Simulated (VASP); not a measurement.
Output of a VASP run:

OUTCAR:
```
 ion  position               nearest neighbor table
   1  0.000  0.000  0.000-
   2  0.500  0.500  0.500-
  LATTYP: Found a face centered cubic cell.
 ALAT       =     4.7925233274
 Subroutine PRICEL returns:
 Original cell was already a primitive cell.
 Subroutine GETGRP returns: Found 48 space group operations
The static configuration has the point symmetry O_h .
The dynamic configuration has the point symmetry O_h .
 Subroutine INISYM returns: Found 48 space group operations
 Subroutine IBZKPT returns following result:
 Found     56 irreducible k-points:

 Following reciprocal coordinates:
            Coordinates               Weight
  0.000000  0.000000  0.000000      1.000000
  0.090909  0.000000  0.000000      8.000000
  0.181818  0.000000  0.000000      8.000000
  0.272727  0.000000  0.000000      8.000000
  0.363636  0.000000  0.000000      8.000000
  0.454545  0.000000  0.000000      8.000000
  0.090909  0.090909  0.000000      6.000000
  0.181818  0.090909  0.000000     24.000000
  0.272727  0.090909  0.000000     24.000000
  0.363636  0.090909  0.000000     24.000000
  0.454545  0.090909  0.000000     24.000000
 -0.454545  0.090909  0.000000     24.000000
 -0.363636  0.090909  0.000000     24.000000
 -0.272727  0.090909  0.000000     24.000000
 -0.181818  0.090909  0.000000     24.000000
 -0.090909  0.090909  0.000000     12.000000
  0.181818  0.181818  0.000000      6.000000
  0.272727  0.181818  0.000000     24.000000
  0.363636  0.181818  0.000000     24.000000
  0.454545  0.181818  0.000000     24.000000
 -0.454545  0.181818  0.000000     24.000000
 -0.363636  0.181818  0.000000     24.000000
 -0.272727  0.181818  0.000000     24.000000
 -0.181818  0.181818  0.000000     12.000000
  0.272727  0.272727  0.000000      6.000000
  0.363636  0.272727  0.000000     24.000000
  0.454545  0.272727  0.000000     24.000000
 -0.454545  0.272727  0.000000     24.000000
 -0.363636  0.272727  0.000000     24.000000
 -0.272727  0.272727  0.000000     12.000000
  0.363636  0.363636  0.000000      6.000000
  0.454545  0.363636  0.000000     24.000000
 -0.454545  0.363636  0.000000     24.000000
 -0.363636  0.363636  0.000000     12.000000
  0.454545  0.454545  0.000000      6.000000
 -0.454545  0.454545  0.000000     12.000000
  0.272727  0.181818  0.090909     24.000000
  0.363636  0.181818  0.090909     48.000000
  0.454545  0.181818  0.090909     48.000000
 -0.454545  0.181818  0.090909     48.000000
   k-points           NKPTS =     56   k-points in BZ     NKDIM =     56   number of bands    NBANDS=     11
   number of dos      NEDOS =    601   number of ions     NIONS =      2
   total plane-waves  NPLWV =  21952
   dimension x,y,z NGX =    28 NGY =   28 NGZ =   28
   dimension x,y,z NGXF=    56 NGYF=   56 NGZF=   56
   ions per type =               1   1
   PREC   = accura    normal or accurate (medium, high low for compatibility)
   ISTART =      0    job   : 0-new  1-cont  2-samecut
   ICHARG =      2    charge: 1-file 2-atom 10-const
   ISPIN  =      1    spin polarized calculation?
   LNONCOLLINEAR =      F non collinear calculations
   LSORBIT =      F    spin-orbit coupling
   INIWAV =      1    electr: 0-lowe 1-rand  2-diag
   ENCUT  =  520.0 eV  38.22 Ry    6.18 a.u.   6.30  6.30  6.30*2*pi/ulx,y,z
   NELM   =    100;   NELMIN=  2; NELMDL= -5     # of ELM steps
   EDIFF  = 0.1E-06   stopping-criterion for ELM
   LREAL  =      F    real-space projection
   NLSPLINE    = F    spline interpolate recip. space projectors
   LMAXMIX     =    2 max onsite mixed and CHGCAR
   VOSKOWN=      0    Vosko Wilk Nusair interpolation
   EDIFFG = 0.1E-05   stopping-criterion for IOM
   NSW    =      0    number of steps for IOM
   NBLOCK =      1;   KBLOCK =      1    inner block; outer block
   IBRION =     -1    ionic relax: 0-MD 1-quasi-New 2-CG
...
```

### OSZICAR
```
       N       E                     dE             d eps       ncg     rms          rms(c)
DAV:   1     0.116130751567E+03    0.11613E+03   -0.82863E+03  1253   0.152E+03
DAV:   2    -0.204895368202E+01   -0.11818E+03   -0.11029E+03  1332   0.366E+02
DAV:   3    -0.903489003855E+01   -0.69859E+01   -0.69657E+01  1430   0.916E+01
DAV:   4    -0.911172281306E+01   -0.76833E-01   -0.76821E-01  1358   0.104E+01
DAV:   5    -0.911267082750E+01   -0.94801E-03   -0.94800E-03  1424   0.117E+00    0.558E+00
DAV:   6    -0.817207733596E+01    0.94059E+00   -0.41544E+00  1449   0.179E+01    0.194E+00
DAV:   7    -0.817110113709E+01    0.97620E-03   -0.30530E-02  1256   0.278E+00    0.110E+00
DAV:   8    -0.818641067626E+01   -0.15310E-01   -0.46849E-02  1238   0.516E+00    0.140E-01
DAV:   9    -0.818855354546E+01   -0.21429E-02   -0.88545E-03  1301   0.101E+00    0.117E-01
DAV:  10    -0.818837524159E+01    0.17830E-03   -0.11163E-03  1385   0.458E-01    0.128E-02
DAV:  11    -0.818837329540E+01    0.19462E-05   -0.29315E-05  1328   0.932E-02    0.612E-03
DAV:  12    -0.818837541035E+01   -0.21149E-05   -0.50249E-06  1271   0.289E-02    0.148E-03
DAV:  13    -0.818837518995E+01    0.22039E-06   -0.63874E-07  1289   0.879E-03    0.562E-04
DAV:  14    -0.818837522033E+01   -0.30373E-07   -0.46426E-08  1412   0.311E-03
   1 F= -.81883752E+01 E0= -.81883752E+01  d E =0.000000E+00
```

### OUTCAR
```
------------------------ aborting loop because EDIFF is reached ----------------------------------------
  FORCE on cell =-STRESS in cart. coord.  units (eV):
  Direction    XX          YY          ZZ          XY          YZ          ZX
  --------------------------------------------------------------------------------------
  Total        0.0207534      0.0207534      0.0207534      0.0000000      0.0000000      0.0000000
  in kB        1.2082812      1.2082812      1.2082812      0.0000000      0.0000000      0.0000000
  external PRESSURE =       1.2082812 kB  Pullay stress =       0.0000000 kB
  volume of cell :       27.52
      direct lattice vectors                 reciprocal lattice vectors
     0.000000000  2.396261664  2.396261664    -0.208658348  0.208658348  0.208658348
     2.396261664  0.000000000  2.396261664     0.208658348 -0.208658348  0.208658348
     2.396261664  2.396261664  0.000000000     0.208658348  0.208658348 -0.208658348
  FREE ENERGIE OF THE ION-ELECTRON SYSTEM (eV)
  ---------------------------------------------------
  free  energy   TOTEN  =        -8.1883752203 eV

  energy  without entropy=       -8.1883752203  energy(sigma->0) =       -8.18837522

 total charge

# of ion       s       p       d       tot
------------------------------------------
    1        0.040   5.985   0.000   6.026
    2        1.731   4.379   0.000   6.109
--------------------------------------------------
tot          1.771  10.364   0.000  12.135
```
(Selected blocks of OUTCAR.)

### POSCAR
```
NaF
1
   -0.0000000000     2.3962616637     2.3962616637
    2.3962616637     0.0000000000     2.3962616637
    2.3962616637     2.3962616637     0.0000000000
Na F
1 1
Direct
  0.0000000000   0.0000000000   0.0000000000
  0.5000000000   0.5000000000   0.5000000000
```

Write an INCAR and KPOINTS that could have produced this output.

This is not unique; one that fits is the input of the run itself, revPBE GGA, plane waves, VASP's PBE PAW potentials (set 64).

**INCAR**
```
! general
SYSTEM = NaF
PREC   = Accurate
ENCUT  = 520
LREAL  = .False.
LASPH  = .True.

! electronic loop
EDIFF  = 1E-7
NELM   = 100
ALGO   = Normal

! smearing
ISMEAR = -5

! functional
GGA    = RE

! ions
ISIF   = 2

! output
LWAVE  = .False.
LCHARG = .True.
LORBIT = 11
NEDOS  = 601
```

**KPOINTS**
```
Automatic mesh
0
Gamma
11 11 11
0 0 0
```

POTCAR, in this order: Na_pv F (PBE.64 set). Program: vasp_std.

The compound is NaF in the rock salt structure. It was relaxed first, which changed the volume by +11 %.
